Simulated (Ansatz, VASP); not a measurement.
# Bi (Bismuth): VASP beside Ansatz

Aim: how closely do two programs agree when they are given the same cell, functional and k mesh? The cell is taken from a series of VASP runs on this material, whose earlier steps may have relaxed, scaled or displaced it; both programs get it as it stands.

Program: Ansatz 0.2.0. Level of theory: plane waves, with VASP 6.6.1 beside it; zone-centre phonons at PBEsol. Results are calculated unless marked as measured.

## 1. The starting structure

Symmetry: R-3m, No. 166, trigonal system. Conventional cell: a = 4.514 Å, b = 4.514 Å, c = 11.773 Å, α = 90.00°, β = 90.00°, γ = 120.00°. Nearest to Bi lie 3 Bi at 3.06 Å.

Structure file:

```xyz
2
Lattice="2.2569 1.3030 3.9243 -2.2569 1.3030 3.9243 0.0000 -2.6061 3.9243" Properties=species:S:1:pos:R:3 pbc="T T T"
Bi    0.0000    0.0000    2.7661
Bi    0.0000    0.0000    9.0069
```

## 2. VASP: zone-centre phonons, PBEsol

Second derivatives magnify differences that forces hide, and they need a tight electronic threshold.

Lines of VASP's logs that name or quote its potential files are left out, and so is its time.

File INCAR:

```
SYSTEM = Bi
PREC = Accurate
ENCUT = 400
EDIFF = 1E-08
NELM = 100
ISMEAR = 1
SIGMA = 0.2
LREAL = .FALSE.
ALGO = Normal
GGA = PS
NBANDS = 21
LORBIT = 11
LWAVE = .FALSE.
LCHARG = .FALSE.
KPAR = 2
IBRION = 8
ISIF = 2
```

File POSCAR:

```
Bi
1.0
    2.2569148546      1.3030303989      3.9243476710
   -2.2569148546      1.3030303989      3.9243476710
    0.0000000000     -2.6060607977      3.9243476710
Bi
2
Direct
    0.2349557539      0.2349557539      0.2349557539
    0.7650442461      0.7650442461      0.7650442461
```

File KPOINTS:

```
Automatic mesh
0
Gamma
10 10 10
0 0 0
```

Potentials, in the order of the species: Bi_d (PBE family, release 64).

Command:

```
$ mpirun -np 2 vasp_std
```

Numbers of over 12 decimals in the logs are rounded to 6 here.

Output:

```text
[banner, memory and clock lines left out]
running    2 mpi-ranks, on    1 nodes
 distrk:  each k-point on    1 cores,    2 groups
 distr:  one band on    1 cores,    1 groups

 POSCAR found type information on POSCAR Bi
 POSCAR found :  1 types and       2 ions
|                                                                             |
|               ----> ADVICE to this user running VASP <----                  |
|                                                                             |
|     You enforced a specific xc type in the INCAR file but a different       |
|     [... a line on the potential file left out ...]
|     I HOPE YOU KNOW WHAT YOU ARE DOING!                                     |
|                                                                             |

 LDA part: xc-table for (Slater+PW92), standard interpolation
 POSCAR, INCAR and KPOINTS ok, starting setup
 FFT: planning ... GRIDC
 FFT: planning ... GRID_SOFT
 FFT: planning ... GRID
 WAVECAR not read
 entering main loop
       N       E                     dE             d eps       ncg     rms          rms(c)
DAV:   1     0.280327652120E+03    0.28033E+03   -0.14400E+04  4885   0.147E+03
DAV:   2     0.143729904579E+02   -0.26595E+03   -0.26028E+03  5017   0.403E+02
DAV:   3    -0.787206539749E+01   -0.22245E+02   -0.22015E+02  5788   0.138E+02
DAV:   4    -0.859521830171E+01   -0.72315E+00   -0.72272E+00  5965   0.278E+01
DAV:   5    -0.862254480879E+01   -0.27327E-01   -0.27326E-01  6860   0.467E+00    0.108E+00
DAV:   6    -0.861040514266E+01    0.12140E-01   -0.19514E-02  6419   0.164E+00    0.629E-01
DAV:   7    -0.860552225247E+01    0.48829E-02   -0.12922E-02  6085   0.135E+00    0.117E-01
DAV:   8    -0.860550796035E+01    0.14292E-04   -0.13875E-03  5532   0.444E-01    0.209E-02
DAV:   9    -0.860551936573E+01   -0.11405E-04   -0.57270E-05  7547   0.598E-02    0.945E-03
DAV:  10    -0.860551831973E+01    0.10460E-05   -0.44516E-06  5628   0.214E-02    0.163E-03
DAV:  11    -0.860551841826E+01   -0.98530E-07   -0.30373E-07  6149   0.471E-03    0.852E-04
DAV:  12    -0.860551834108E+01    0.77181E-07   -0.48471E-08  4751   0.176E-03    0.191E-04
DAV:  13    -0.860551835564E+01   -0.14568E-07   -0.54310E-09  3551   0.710E-04    0.826E-05
DAV:  14    -0.860551836573E+01   -0.10087E-07   -0.15482E-09  3111   0.445E-04    0.356E-05
DAV:  15    -0.860551836831E+01   -0.25761E-08   -0.57059E-10  2911   0.308E-04
   1 F= -.86055184E+01 E0= -.86059952E+01  d E =0.143050E-02
 Linear response reoptimize wavefunctions to high precision
DAV:   1    -0.860551836785E+01    0.45293E-09   -0.22691E-10  2996   0.193E-04
DAV:   2    -0.860551836786E+01   -0.63665E-11   -0.10868E-10  2831   0.117E-04
 Linear response DOF=           2
 Linear response progress:
  Degree of freedom:   1/  2
       N       E                     dE             d eps       ncg     rms          rms(c)
RMM:   1    -0.328497601561E+00   -0.32850E+00    0.22164E-01 28092   0.838E+00
RMM:   2    -0.337155310519E+00   -0.86577E-02   -0.20304E-02 36229   0.118E+00    0.417E-02
RMM:   3    -0.337355705789E+00   -0.20040E-03   -0.16600E-03 38767   0.324E-01    0.240E-02
RMM:   4    -0.337231834831E+00    0.12387E-03   -0.12843E-04 40084   0.990E-02    0.568E-03
RMM:   5    -0.337234315688E+00   -0.24809E-05   -0.15959E-05 36723   0.311E-02    0.233E-03
RMM:   6    -0.337240254112E+00   -0.59384E-05   -0.46572E-06 39303   0.144E-02    0.975E-04
RMM:   7    -0.337239947756E+00    0.30636E-06   -0.10562E-06 39554   0.443E-03    0.331E-04
RMM:   8    -0.337235691544E+00    0.42562E-05    0.15154E-06 40178   0.159E-03    0.990E-05
RMM:   9    -0.337234134578E+00    0.15570E-05    0.66883E-07 40136   0.685E-04    0.263E-05
RMM:  10    -0.337233962448E+00    0.17213E-06    0.20260E-07 41736   0.322E-04    0.138E-05
RMM:  11    -0.337233937760E+00    0.24689E-07    0.31599E-07 42048   0.177E-04    0.942E-06
RMM:  12    -0.337233639194E+00    0.29857E-06    0.22562E-07 39576   0.113E-04    0.238E-06
RMM:  13    -0.337233706287E+00   -0.67093E-07    0.55394E-08 39746   0.735E-05    0.242E-06
RMM:  14    -0.337233650339E+00    0.55948E-07    0.47094E-08 40100   0.573E-05    0.912E-07
RMM:  15    -0.337233619072E+00    0.31267E-07    0.25923E-08 41571   0.504E-05    0.133E-07
RMM:  16    -0.337233625624E+00   -0.65518E-08    0.14726E-08 33653   0.465E-05    0.283E-07
 first order change of Fermi-energy  -0.18354E-04
 force on displaced ion       1 direction 1 :  -2.180  -0.000   0.000
 Linear response progress:
  Degree of freedom:   2/  2
       N       E                     dE             d eps       ncg     rms          rms(c)
RMM:   1    -0.329681950870E+00   -0.32968E+00    0.25055E-01  6466   0.848E+00
RMM:   2    -0.338215099404E+00   -0.85331E-02   -0.19388E-02  8339   0.117E+00    0.389E-02
RMM:   3    -0.338307317650E+00   -0.92218E-04   -0.15543E-03  8953   0.315E-01    0.218E-02
RMM:   4    -0.338106638658E+00    0.20068E-03   -0.12805E-04  9085   0.101E-01    0.571E-03
RMM:   5    -0.338117904511E+00   -0.11266E-04   -0.15387E-05  9202   0.296E-02    0.333E-03
RMM:   6    -0.338130163459E+00   -0.12259E-04   -0.26759E-06  8459   0.137E-02    0.800E-04
RMM:   7    -0.338131105161E+00   -0.94170E-06   -0.33167E-07  9102   0.444E-03    0.554E-04
RMM:   8    -0.338129538252E+00    0.15669E-05   -0.27348E-08  7878   0.166E-03    0.903E-05
RMM:   9    -0.338129047872E+00    0.49038E-06    0.19121E-08  9538   0.758E-04    0.450E-05
RMM:  10    -0.338128879862E+00    0.16801E-06    0.52499E-08  9165   0.283E-04    0.276E-05
RMM:  11    -0.338128758900E+00    0.12096E-06   -0.24144E-09  8841   0.163E-04    0.653E-06
RMM:  12    -0.338128809829E+00   -0.50929E-07   -0.51513E-09  9628   0.102E-04    0.248E-06
RMM:  13    -0.338128813214E+00   -0.33847E-08   -0.13088E-08  9618   0.694E-05    0.870E-07
 first order change of Fermi-energy   0.13057E+00
 force on displaced ion       1 direction 3 :   0.000  -0.000  -4.241
 Linear response finished
```

OUTCAR, selected parts (step 2):

```text
ion  position               nearest neighbor table
   1  0.235  0.235  0.235-   2 3.06   2 3.06   2 3.06   2 3.49   2 3.49   2 3.49
   2  0.765  0.765  0.765-   1 3.06   1 3.06   1 3.06   1 3.49   1 3.49   1 3.49

  LATTYP: Found a trigonal (rhomboedric) cell.
 ALAT       =     4.7108446721
 COS(alpha) =     0.5409470568

 Subroutine GETGRP returns: Found 12 space group operations
 (whereof 12 operations were pure point group operations)

The static configuration has the point symmetry D_3d.

 Found    116 irreducible k-points:

   k-points           NKPTS =    116   k-points in BZ     NKDIM =    116   number of bands    NBANDS=     21

   dimension x,y,z NGX =    32 NGY =   32 NGZ =   32
   dimension x,y,z NGXF=    64 NGYF=   64 NGZF=   64

   ENCUT  =  400.0 eV  29.40 Ry    5.42 a.u.   7.68  7.68  7.68*2*pi/ulx,y,z

   NELECT =      30.0000    total number of electrons

 k-points in reciprocal lattice and weights: Automatic mesh
   0.00000000  0.00000000  0.00000000       0.001
   0.10000000  0.00000000 -0.00000000       0.006
   0.20000000  0.00000000 -0.00000000       0.006
   0.30000000  0.00000000 -0.00000000       0.006
   0.40000000  0.00000000  0.00000000       0.006
   0.50000000  0.00000000  0.00000000       0.003
   0.10000000  0.10000000 -0.00000000       0.006
   0.20000000  0.10000000 -0.00000000       0.012
   0.30000000  0.10000000  0.00000000       0.012
[...]
-0.40000000  0.50000000  0.40000000       0.006
   0.50000000  0.50000000  0.50000000       0.001

 average (electrostatic) potential at core
       1-104.1866       2-104.1866

  Total        0.0534611      0.0534611     -0.0339338      0.0000000     -0.0000000      0.0000000
  in kB        1.2369714      1.2369714     -0.7851525      0.0000000     -0.0000000      0.0000000
  external PRESSURE =       0.5629301 kB  Pullay stress =       0.0000000 kB

  energy-cutoff  :      400.00
  volume of cell :       69.25
      direct lattice vectors                 reciprocal lattice vectors
     2.256914855  1.303030399  3.924347671     0.221541366  0.127906967  0.084939807
    -2.256914855  1.303030399  3.924347671    -0.221541366  0.127906967  0.084939807
     0.000000000 -2.606060798  3.924347671     0.000000000 -0.255813935  0.084939807

 POSITION                                       TOTAL-FORCE (eV/Angst)
 -----------------------------------------------------------------------------------
      0.00000      0.00000      2.76614         0.000000      0.000000      0.112950
      0.00000      0.00000      9.00690         0.000000     -0.000000     -0.112950
 -----------------------------------------------------------------------------------
    total drift:                                0.000000      0.000000     -0.000000

 Eigenvectors and eigenvalues of the dynamical matrix
 ----------------------------------------------------

   1 f  =    3.149655 THz    19.789866 2PiTHz  105.061180 cm-1    13.025920 meV
             X         Y         Z           dx          dy          dz
      0.000000  0.000000  2.766144    -0.000000    0.000000    0.707107
      0.000000  0.000000  9.006899     0.000000   -0.000000   -0.707107

   2 f  =    2.257832 THz    14.186379 2PiTHz   75.313181 cm-1     9.337640 meV
             X         Y         Z           dx          dy          dz
      0.000000  0.000000  2.766144    -0.000000    0.707107   -0.000000
      0.000000  0.000000  9.006899     0.000000   -0.707107    0.000000

   3 f  =    2.257832 THz    14.186379 2PiTHz   75.313181 cm-1     9.337640 meV
             X         Y         Z           dx          dy          dz
      0.000000  0.000000  2.766144    -0.707107   -0.000000   -0.000000
      0.000000  0.000000  9.006899     0.707107    0.000000   -0.000000

   4 f  =    0.000000 THz     0.000000 2PiTHz    0.000001 cm-1     0.000000 meV
             X         Y         Z           dx          dy          dz
      0.000000  0.000000  2.766144     0.683170    0.178342   -0.038372
      0.000000  0.000000  9.006899     0.683170    0.178342   -0.038372

   5 f  =    0.000000 THz     0.000000 2PiTHz    0.000001 cm-1     0.000000 meV
             X         Y         Z           dx          dy          dz
      0.000000  0.000000  2.766144     0.179845   -0.633521    0.257501
      0.000000  0.000000  9.006899     0.179845   -0.633521    0.257501

   6 f/i=    0.000000 THz     0.000000 2PiTHz    0.000001 cm-1     0.000000 meV
             X         Y         Z           dx          dy          dz
      0.000000  0.000000  2.766144     0.030566   -0.258544   -0.657435
      0.000000  0.000000  9.006899     0.030566   -0.258544   -0.657435

 ELASTIC MODULI CONTR FROM IONIC RELAXATION (kBar)
 Direction    XX          YY          ZZ          XY          YZ          ZX
 --------------------------------------------------------------------------------
 XX        -182.3336     30.2929   -120.6748      0.0000    195.5231     -0.0000
 YY          30.2929   -182.3336   -120.6748     -0.0000   -195.5231      0.0000
 ZZ        -120.6748   -120.6748   -191.5594      0.0000     -0.0000     -0.0000
 XY           0.0000     -0.0000      0.0000   -106.3132     -0.0000    193.4717
 YZ         195.5231   -195.5231     -0.0000     -0.0000   -359.5908      0.0000
 ZX          -0.0000      0.0000     -0.0000    193.4717      0.0000   -352.0852
 --------------------------------------------------------------------------------
```

Energies printed during the response cycles are not total energies of the cell.

## 3. Ansatz: zone-centre phonons, PBEsol

Ansatz runs on its default PAW (the set named soft_2) files.

The same cell, functional, mesh and smearing now go to Ansatz, which takes its cutoff from its data sets.

File input.yaml:

```yaml
crystal:
  lattice:
    - [2.2569148546, 1.3030303989, 3.924347671]
    - [-2.2569148546, 1.3030303989, 3.924347671]
    - [0.0, -2.6060607977, 3.924347671]
  atoms:
    - { symbol: Bi, position: [0.2349557539, 0.2349557539, 0.2349557539] }
    - { symbol: Bi, position: [0.7650442461, 0.7650442461, 0.7650442461] }
hamiltonian:
  xc: pbesol
  pseudopotentials: { kind: paw }
kpoints:
  mp_grid: { grid: [10, 10, 10] }
scf:
  occupations: { method: methfessel_paxton, width: 0.2 }
phonons:
  method: dfpt
  qpoints: [[0, 0, 0]]
```

Command:

```
$ ansatz run input.yaml --threads 4 --pin off --max-ram 9216MiB --backend cpu --events-out ev --progress --plain --runs-dir out
```

Output:

```text
Engine: ansatz 0.2.0, aarch64-unknown-linux-gnu
Pseudopotentials: kind: paw
Pseudopotential: Bi, paw, valence charge 15, recommended cutoff 420 eV (normal), Bi.paw.azcp
Functional definition: PBEsol
  exchange = pbesol_x
  correlation = pbesol_c
Crystal: 2 atoms, lattice volume = 69.245 Å³
Basis set: ecut = 420 eV, 1333 PW (Γ), exchange–correlation on 64×64×64 points (8 copies of the dense FFT grid, shifted against one another)
Bands: 19, of which v1, the nominal top of the filled ones, is band 15 counted from 1 (14 counted from 0)
Symmetry: 12 space group operations
k-points: 282 of 1000 (irreducible under 2 space group operations, time reversal used)
Non-local potential: Bi, projectors of the file, l = 0: 2, l = 1: 2, l = 2: 2, l = 3: 2
PAW form: soft (Blöchl's): semilocal exchange-correlation on the pseudo side does not see the compensation charge
PAW frozen core: Bi, regenerated for the run's functional, and the local potential with it (the file was generated under x = pbe(κ = 0.804, μ = 0.219515), c = pbe(β = 0.066725))
PAW one-centre angular grid: Bi, 590 points (default); XC on 64 Gauss nodes
Initial density: superposition of atomic densities (neutral atoms: chi_scale 0, normalization atom), corrected by the library's trained network
Initial wavefunctions: pseudopotential atomic-orbital guess
Functional: x = pbesol(κ = 0.804, μ = 0.123457), c = pbesol(β = 0.046)
SCF iter   1: F=—  HF=-24484.004722 eV  |F-HF|=—  |Δ(HF+E_count)|=         —  Δρ=1.76e-3  dr2=2.50e-3  ethr=1.77e-3  ⟨swp⟩=5.4  Hψ=23201  notcnv=0
preconditioner: auto → Kerker (q_TF=auto, 2.373 Å⁻¹)  [metal: Δε(μ)=0.096 eV  Ē_g=20.297 eV  σ=0.200 eV  W_gap=0.37  n_scr=14 (ndim 8)  ℏωp=24.4 eV  f_vac=0.002  D(μ)=0.23/eV (n_scr^D=0)]
SCF iter   2: F=—  HF=-24484.003962 eV  |F-HF|=—  |Δ(HF+E_count)|=   7.60e-4  S|Δr|=    0.00e0  Δρ=1.06e-3  dr2=1.01e-3  ethr=8.35e-6  ⟨swp⟩=3.1  Hψ=12939  notcnv=0
SCF iter   3: F=—  HF=-24484.003734 eV  |F-HF|=—  |Δ(HF+E_count)|=   2.28e-4  S|Δr|=    0.00e0  Δρ=3.30e-4  dr2=7.55e-5  ethr=3.36e-6  ⟨swp⟩=2.0  Hψ=9591  notcnv=0
SCF iter   4: F=—  HF=-24484.003721 eV  |F-HF|=—  |Δ(HF+E_count)|=   1.30e-5  S|Δr|=    0.00e0  Δρ=1.34e-4  dr2=2.72e-5  ethr=2.52e-7  ⟨swp⟩=2.0  Hψ=9567  notcnv=0
SCF iter   5: F=—  HF=-24484.003722 eV  |F-HF|=—  |Δ(HF+E_count)|=   8.34e-7  S|Δr|=    0.00e0  Δρ=6.53e-5  dr2=5.66e-6  ethr=9.07e-8  ⟨swp⟩=1.0  Hψ=5406  notcnv=0
SCF iter   6: F=—  HF=-24484.003708 eV  |F-HF|=—  |Δ(HF+E_count)|=   1.43e-5  S|Δr|=    0.00e0  Δρ=1.92e-5  dr2=3.94e-7  ethr=1.89e-8  ⟨swp⟩=2.8  Hψ=8791  notcnv=0
SCF iter   7: F=—  HF=-24484.003714 eV  |F-HF|=—  |Δ(HF+E_count)|=   6.32e-6  S|Δr|=    0.00e0  Δρ=4.94e-6  dr2=2.34e-8  ethr=1.31e-9  ⟨swp⟩=2.9  Hψ=9665  notcnv=0
SCF iter   8: F=—  HF=-24484.003714 eV  |F-HF|=—  |Δ(HF+E_count)|=   7.90e-9  S|Δr|=    0.00e0  Δρ=9.29e-7  dr2=9.67e-10  ethr=7.81e-11  ⟨swp⟩=2.0  Hψ=9590  notcnv=0
SCF iter   9: F=—  HF=-24484.003714 eV  |F-HF|=—  |Δ(HF+E_count)|=  2.07e-10  S|Δr|=    0.00e0  Δρ=1.84e-7  dr2=5.47e-11  ethr=3.22e-12  ⟨swp⟩=2.0  Hψ=9593  notcnv=0
SCF iter  10: F=-24484.003714 eV  HF=-24484.003714 eV  |F-HF|=3.64e-12  |Δ(HF+E_count)|=  1.46e-11  S|Δr|=    0.00e0  Δρ=7.60e-8  dr2=7.44e-12  ethr=1.00e-12  ⟨swp⟩=6.0  Hψ=24824  notcnv=0
SCF 1 converged in 10 iterations: F = -24484.003714 eV  dr2 = 7.44e-12
  greatest PAW one-centre occupation: 0.987 electrons in one spin orbital (limit 2), on the Bi atom at site 1 (counted from 0), in its partial waves of l = 2
DFPT response loops at Γ: preconditioner auto → Kerker (q_TF=auto, 2.373 Å⁻¹) (partly filled bands, converged f_vac=0.001); β = 1.00, the filter's whole step (`scf.mixing.beta` (0.50) is not read by the response loops under this deck's `scf.mixing.preconditioner`; to damp them name `kerker` or `kerker_dos`, under which they read `scf.mixing.beta`, and type it under 1.00, their step now; both keys bind the ground state too); Broyden in place of MSR1
SCF converged after 10 iterations
Stability not checked: this state was not tested for a lower state beside it, because cold or Methfessel-Paxton smearing, or corrected tetrahedra, fill the levels in a way that the test cannot read (fill_not_monotonic; see scf.lower_state_search)
Free energy (F): -24484.003714 eV
Harris-Foulkes:  -24484.003714 eV  (|F-HF|=3.64e-12)
Internal energy: -24484.005094 eV  (E = F + TS)
E sigma→0 (E₀):  -24484.004059 eV
Entropy (-TS):   0.001380 eV (0.690 meV/atom)
Fermi energy:    9.754183 eV
--- Per-component energies (eV) ---
  E_band       = -215.029629
  E_kinetic    = 605.754574
  E_local      = -3091.176825  (includes V_loc(G=0)·N_el)
  E_nonlocal   = 1122.958776
  E_hartree    = 1005.058361
  E_xc         = -300.297515
  E_vxc        = -288.036529  (∫ρ·V_xc dr)
  E_paw        = -21019.220713  (= ΣΔE_a)
  E_vpaw       = -574.645366  (= ΣTr[D̂ρ^β])
  E_aug_tail   = -0.000931  (compensation charges beyond the density's cutoff)
  E_ewald      = -2807.260326
  E_core_change = 0.179504  (= ΣΔE_core)
  E_smearing   = 0.001380  (= −TS)
  E_closure    = 0.000000  (closes the sum)
  Σ components = -24484.003714   (vs F -24484.003714, Δ=0.00e0)
--- Band table (eV; the first three rows and the last of 282) ---
  k-point 0: bands = [... 11 lower, 2.3937, 8.2503, 8.5763, 8.5763, 12.3858, 12.8005, 12.8005, 15.3480]
  k-point 1: bands = [... 11 lower, 2.1641, 8.3006, 8.5705, 8.5777, 12.1936, 12.3556, 12.5549, 14.9295]
  k-point 2: bands = [... 11 lower, 1.5534, 8.3644, 8.5659, 8.6575, 11.3529, 11.8334, 11.9815, 14.7919]
  k-point 281: bands = [... 11 lower, -0.2246, 8.9041, 9.2227, 9.2227, 10.4358, 10.4358, 10.5020, 16.8311]
--- Phonons (Γ-DFPT): 2 representative perturbations + reference, on 282 of 1000 k-points (Σ response iterations 5) ---
  k mesh reduced under 2 symmetry operations, with k and −k counted as one. Each operation leaves every solved perturbation unchanged. A smaller set is not used because it would not reduce the number of displacements times k-points to solve
  ASR residual: 3.215e-5 → 0.000e0 eV/Å²; symmetrization residual: 2.713e-5 eV/Å²
  ASR residual per site (eV/Å²): 3.21e-5 3.21e-5
  Γ frequencies (cm⁻¹): 0.00 0.00 0.00 75.35 75.35 104.99
  non-analytic LO–TO correction: not included (Born effective charges unavailable; polar crystals: no LO–TO splitting at Γ)
--- Phonons (arbitrary-q DFPT): 1 explicit q-point ---
  q = [0, 0, 0] (of the zone-centre solve; hermiticity 6.41e-6, symmetrization 3.36e-6): -0.00 -0.00 -0.00 75.35 75.35 104.99
  sum rule: each row above includes the acoustic sum rule's correction from the zone centre's row sums; it moved no ω² by more than (0.20 cm⁻¹)²
```

Elapsed: 26 s, on 4 threads of Arm Neoverse V2, shared host; peak memory 1.4 GiB.

## 4. Side by side

Known differences besides the potentials themselves: the cutoff is 420 eV in Ansatz and 400 eV in VASP; Ansatz makes its cores anew for this functional, VASP keeps those of its PBE data sets; VASP leaves aspherical gradient terms in its spheres out (LASPH is not set), Ansatz keeps them. Total energies have different zeros and are not compared.

The two programs side by side:

```csv
quantity,Ansatz,VASP,difference
optical mode 1 to 2 (cm⁻¹),75.3,75.3,+0.05 %
optical mode 3 (cm⁻¹),105.0,105.1,-0.07 %
```

Modes are paired by rising frequency and degeneracy, not by their patterns, so a pair may still set unlike modes beside each other.

## 5. Summary of results

```
r.m.s. difference of the optical zone-centre modes, each program's sorted by frequency (zone-centre phonons, PBEsol) : 0.051 cm⁻¹
```

In words: The r.m.s. difference of the optical zone-centre modes, each program's sorted by frequency is 0.051 cm⁻¹ (zone-centre phonons, PBEsol). Such differences can come from data sets, numerical settings and the points named under the comparisons, not from the functional's error against experiment.

[Lines on the potential files, build, host, timing and source positions are cut from VASP's logs without a mark.]

[Logs are printed without paths, hosts, clocks, repeated set-up lines and the standing remarks that a program may print on its own settings, such as how far it seeks lower states.]

[Hosts, paths, dates, database ids (printed as entryN), source tags and the programs' standing remarks are cut or masked in the printed files.]
